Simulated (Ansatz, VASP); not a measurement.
# Be3N2: VASP beside Ansatz

Wanted: the spread between two codes on one cell, functional and k mesh. The cell is taken from a series of runs on this material, whose earlier steps may have relaxed, scaled, displaced or heated it; both programs get it as it stands.

Method: plane waves, with VASP 6.6.1 beside it; dielectric response at PBEsol, in Ansatz 0.2.0.

**1. The structure**

It takes space group P6_3/mmc (No. 194, hexagonal). The conventional cell has a = 2.842 Å, b = 2.842 Å, c = 9.747 Å, α = 90.00°, β = 90.00°, γ = 120.00°. Be has 4 N at 1.67 to 1.81 Å nearest. Be has 3 N at 1.64 Å nearest. Nearest to N lie 6 Be at 1.81 Å. Nearest to N lie 5 Be at 1.64 to 1.67 Å. Farther neighbours and most contacts between anions are not listed.

Coordinates:

```
Be N
1.0
     2.84168    0.00000    0.00000
    -1.42084    2.46097    0.00000
     0.00000    0.00000    9.74684
Be N
6 4
Direct
  0.33333 0.66667 0.07849
  0.66667 0.33333 0.57849
  0.66667 0.33333 0.92151
  0.33333 0.66667 0.42151
  0.00000 0.00000 0.25000
  0.00000 0.00000 0.75000
  0.00000 0.00000 0.00000
  0.00000 0.00000 0.50000
  0.33333 0.66667 0.25000
  0.66667 0.33333 0.75000
```

**2. Ansatz: dielectric response, PBEsol**

Ansatz runs on its default PAW (the set named soft_2) files.

The response to a field tests empty states and converges slowly with the mesh.

input.yaml

```yaml
crystal:
  lattice:
    - [2.8416792263, 0.0, 0.0]
    - [-1.4208396132, 2.4609663994, 0.0]
    - [0.0, 0.0, 9.74684101]
  atoms:
    - { symbol: Be, position: [0.3333333333, 0.6666666667, 0.07848597] }
    - { symbol: Be, position: [0.6666666667, 0.3333333333, 0.57848597] }
    - { symbol: Be, position: [0.6666666667, 0.3333333333, 0.92151403] }
    - { symbol: Be, position: [0.3333333333, 0.6666666667, 0.42151403] }
    - { symbol: Be, position: [0.0, 0.0, 0.25] }
    - { symbol: Be, position: [0.0, 0.0, 0.75] }
    - { symbol: "N", position: [0.0, 0.0, 0.0] }
    - { symbol: "N", position: [0.0, 0.0, 0.5] }
    - { symbol: "N", position: [0.3333333333, 0.6666666667, 0.25] }
    - { symbol: "N", position: [0.6666666667, 0.3333333333, 0.75] }
kpoints:
  mp_grid: { grid: [9, 9, 2] }
hamiltonian:
  xc: pbesol
scf:
  occupations: { method: fixed }
dielectric: {}
```

Launch:

```bash
$ ansatz run input.yaml --threads 4 --pin off --max-ram 5529MiB --backend cpu --events-out ev --progress --plain --runs-dir out
```

Numbers of over 12 decimals in the logs are rounded to 6 here.

Output:

```text
Engine: ansatz 0.2.0, aarch64-unknown-linux-gnu
Pseudopotentials: kind: paw
Pseudopotential: Be, paw, valence charge 2, recommended cutoff 420 eV (normal), Be.paw.azcp
Pseudopotential: N, paw, valence charge 5, recommended cutoff 420 eV (normal), N.paw.azcp
Functional definition: PBEsol
  exchange = pbesol_x
  correlation = pbesol_c
Crystal: 10 atoms, lattice volume = 68.162 Å³
Basis set: ecut = 420 eV, 1329 PW (Γ), exchange–correlation on 40×40×144 points (8 copies of the dense FFT grid, shifted against one another)
Bands: 26, of which v1, the nominal top of the filled ones, is band 16 counted from 1 (15 counted from 0)
Symmetry: 24 space group operations
k-points: 50 of 162 (irreducible under 2 space group operations, time reversal used)
Non-local potential: Be, projectors of the file, l = 0: 2, l = 1: 2, l = 2: 1
Non-local potential: N, projectors of the file, l = 0: 2, l = 1: 2, l = 2: 1
PAW form: soft (Blöchl's): semilocal exchange-correlation on the pseudo side does not see the compensation charge
PAW frozen core: Be, regenerated for the run's functional, and the local potential with it (the file was generated under x = pbe(κ = 0.804, μ = 0.219515), c = pbe(β = 0.066725))
PAW frozen core: N, regenerated for the run's functional, and the local potential with it (the file was generated under x = pbe(κ = 0.804, μ = 0.219515), c = pbe(β = 0.066725))
PAW one-centre angular grid: Be, 110 points (default); XC on 64 Gauss nodes
PAW one-centre angular grid: N, 110 points (default); XC on 64 Gauss nodes
Initial density: superposition of atomic densities (neutral atoms: chi_scale 0, normalization atom), corrected by the library's trained network
Initial wavefunctions: pseudopotential atomic-orbital guess
Functional: x = pbesol(κ = 0.804, μ = 0.123457), c = pbesol(β = 0.046)
SCF iter   1: F=—  HF=-2067.233978 eV  |F-HF|=—  |Δ(HF+E_count)|=         —  Δρ=8.78e-3  dr2=5.15e-2  ethr=1.77e-3  ⟨swp⟩=4.2  Hψ=5692  notcnv=0  defer=338
preconditioner: auto → none  [insulator: Δε(μ)=3.273 eV  Ē_g=14.856 eV  n_scr=6 (ndim 8)  ℏωp=25.4 eV  f_vac=0.000  ε∞_Penn≈3.9]
SCF iter   2: F=—  HF=-2067.218624 eV  |F-HF|=—  |Δ(HF+E_count)|=   1.54e-2  Δρ=3.01e-3  dr2=4.19e-3  ethr=1.61e-4  ⟨swp⟩=2.4  Hψ=2434  notcnv=0  defer=399
SCF iter   3: F=—  HF=-2067.217158 eV  |F-HF|=—  |Δ(HF+E_count)|=   1.47e-3  Δρ=7.81e-4  dr2=2.05e-4  ethr=1.31e-5  ⟨swp⟩=2.0  Hψ=1902  notcnv=0  defer=398
SCF iter   4: F=—  HF=-2067.217034 eV  |F-HF|=—  |Δ(HF+E_count)|=   1.25e-4  Δρ=2.02e-4  dr2=2.89e-5  ethr=6.42e-7  ⟨swp⟩=2.8  Hψ=1880  notcnv=0  defer=250
SCF iter   5: F=—  HF=-2067.217027 eV  |F-HF|=—  |Δ(HF+E_count)|=   6.86e-6  Δρ=6.71e-5  dr2=2.60e-6  ethr=9.03e-8  ⟨swp⟩=2.2  Hψ=1761  notcnv=0  defer=190
SCF iter   6: F=—  HF=-2067.217024 eV  |F-HF|=—  |Δ(HF+E_count)|=   2.77e-6  Δρ=1.65e-5  dr2=1.40e-7  ethr=8.12e-9  ⟨swp⟩=2.7  Hψ=1695  notcnv=0  defer=190
SCF iter   7: F=—  HF=-2067.217024 eV  |F-HF|=—  |Δ(HF+E_count)|=   1.01e-8  Δρ=1.28e-6  dr2=4.04e-10  ethr=4.37e-10  ⟨swp⟩=2.4  Hψ=1657  notcnv=0  defer=190
SCF iter   8: F=-2067.217024 eV  HF=-2067.217024 eV  |F-HF|=5.91e-12  |Δ(HF+E_count)|=  3.13e-10  Δρ=1.80e-7  dr2=9.47e-12  ethr=1.00e-12  ⟨swp⟩=9.4  Hψ=5685  notcnv=0
SCF 1 converged in 8 iterations: F = -2067.217024 eV  dr2 = 9.47e-12
  greatest PAW one-centre occupation: 0.785 electrons in one spin orbital (limit 2), on the N atom at site 9 (counted from 0), in its partial waves of l = 0
NSCF: frozen V_eff on 4 k-points
DFPT response loops at Γ: preconditioner auto → Resta (q_TF=auto, 2.405 Å⁻¹)  ε∞=4.2 (no band partly filled); β = 1.00, the filter's whole step (`scf.mixing.beta` (0.50) is not read by the response loops at its default; to damp them type it under 1.00, their step now; it binds the ground state too); Broyden in place of MSR1
── the response to a field inside a basis, on 12×12×4 k-points: an SCF that follows is theirs, and a resumed run solves both again ──
Bands: 17, of which v1, the nominal top of the filled ones, is band 16 counted from 1 (15 counted from 0)
k-points: 84 of 576 (irreducible under 8 space group operations)
Initial density: handed on by an earlier stage of this run
Initial wavefunctions: pseudopotential atomic-orbital guess (no wavefunctions were taken with the density)
Eigensolver: Dense (84 Hₖ)
SCF iter   1: F=—  HF=-2067.212418 eV  |F-HF|=—  |Δ(HF+E_count)|=         —  Δρ=3.11e-4  dr2=1.09e-5  ethr=1.00e-1
preconditioner: auto → none  [insulator: Δε(μ)=3.451 eV  Ē_g=11.511 eV  n_scr=6 (ndim 8)  ℏωp=25.4 eV  f_vac=0.000  ε∞_Penn≈5.9]
SCF iter   2: F=—  HF=-2067.212423 eV  |F-HF|=—  |Δ(HF+E_count)|=   5.03e-6  Δρ=1.46e-4  dr2=2.75e-6  ethr=3.41e-8
SCF iter   3: F=—  HF=-2067.212425 eV  |F-HF|=—  |Δ(HF+E_count)|=   2.36e-6  Δρ=4.88e-5  dr2=1.01e-6  ethr=8.61e-9
SCF iter   4: F=-2067.212425 eV  HF=-2067.212425 eV  |F-HF|=4.01e-9  |Δ(HF+E_count)|=   2.32e-7  Δρ=5.05e-6  dr2=1.09e-8  ethr=3.17e-9
SCF 1 converged in 4 iterations: F = -2067.212425 eV  dr2 = 1.09e-8
DFPT response loops at Γ: mixed as the last ones told, above
SCF converged after 8 iterations
Free energy (F): -2067.217024 eV
Harris-Foulkes:  -2067.217024 eV  (|F-HF|=5.91e-12)
Internal energy: -2067.217024 eV  (E = F + TS)
E sigma→0 (E₀):  -2067.217024 eV
Fermi energy:    7.877643 eV
--- Per-component energies (eV) ---
  E_band       = 54.573658
  E_kinetic    = 663.085366
  E_local      = -812.650666  (includes V_loc(G=0)·N_el)
  E_nonlocal   = 209.807456
  E_hartree    = 258.420358
  E_xc         = -361.048263
  E_vxc        = -435.819712  (∫ρ·V_xc dr)
  E_paw        = -834.973973  (= ΣΔE_a)
  E_vpaw       = -86.689893  (= ΣTr[D̂ρ^β])
  E_aug_tail   = 0.000386  (compensation charges beyond the density's cutoff)
  E_ewald      = -1190.027271
  E_core_change = 0.169583  (= ΣΔE_core)
  E_smearing   = -0.000000  (= −TS)
  E_closure    = -0.000000  (closes the sum)
  Σ components = -2067.217024   (vs F -2067.217024, Δ=0.00e0)
--- Band table (eV; the first three rows and the last of 50) ---
  k-point 0: bands = [... 12 lower, 7.3883, 7.4824, 7.8776, 7.8776, 13.9389, 14.9161, 15.5419, 16.2336, ... 6 higher]
  k-point 1: bands = [... 12 lower, 7.6864, 7.6864, 7.6864, 7.6864, 14.5910, 14.5910, 15.8665, 15.8665, ... 6 higher]
  k-point 2: bands = [... 12 lower, 7.1439, 7.2142, 7.3980, 7.7109, 14.3782, 15.1659, 15.8591, 16.1114, ... 6 higher]
  k-point 49: bands = [... 12 lower, 4.9544, 4.9544, 6.7188, 6.7188, 14.1027, 14.1027, 14.9897, 14.9897, ... 6 higher]
--- Dielectric response (ions clamped): 3 representative field directions + reference, inside a basis on a mesh of 576 k-points (Σ response iterations 12) ---
  ε∞ (high-frequency dielectric tensor):
        4.544080    -0.000000    -0.000000
       -0.000000     4.544080    -0.000000
       -0.000000    -0.000000     5.485686
  Born effective charges Z* (e; rows j = field, columns β = displacement):
    site 0:
         1.68928   -0.00000    0.00000
        -0.00000    1.68928   -0.00000
        -0.00000   -0.00000    1.84333
    site 1:
         1.68928   -0.00000   -0.00000
        -0.00000    1.68928   -0.00000
        -0.00000   -0.00000    1.84333
    site 2:
         1.68928   -0.00000    0.00000
        -0.00000    1.68928   -0.00000
        -0.00000   -0.00000    1.84333
    site 3:
         1.68928   -0.00000   -0.00000
        -0.00000    1.68928   -0.00000
        -0.00000   -0.00000    1.84333
    site 4:
         1.64425   -0.00000   -0.00000
        -0.00000    1.64425   -0.00000
        -0.00000   -0.00000    2.04099
    site 5:
         1.64425   -0.00000   -0.00000
        -0.00000    1.64425   -0.00000
        -0.00000   -0.00000    2.04099
    site 6:
        -2.87344    0.00000    0.00000
         0.00000   -2.87344    0.00000
         0.00000    0.00000   -2.59881
    site 7:
        -2.87344    0.00000   -0.00000
         0.00000   -2.87344    0.00000
        -0.00000    0.00000   -2.59881
    site 8:
        -2.14937    0.00000    0.00000
        -0.00000   -2.14937    0.00000
         0.00000    0.00000   -3.12884
    site 9:
        -2.14937    0.00000    0.00000
         0.00000   -2.14937    0.00000
         0.00000    0.00000   -3.12884
  Z* charge neutrality: 3.755e-3 e pre-enforcement
  solved inside a basis spanned on kpoints, on 12×12×4 k-points, its susceptibility summed on 14×14×4: ε∞ is read to err by 1.9e-2, Z* by 1.1e-2 e (field_mesh: kpoints solves on kpoints); Z* is corrected for what the basis lacks
```

(Part 1 of 2 ends here.)

[Lines on the potential files, build, host, timing and source positions are cut from VASP's logs without a mark.]

[Logs are printed without paths, hosts, clocks, repeated set-up lines and the standing remarks that a program may print on its own settings, such as how far it seeks lower states.]

[Hosts, paths, dates, database ids (printed as entryN), source tags and the programs' standing remarks are cut or masked in the printed files.]
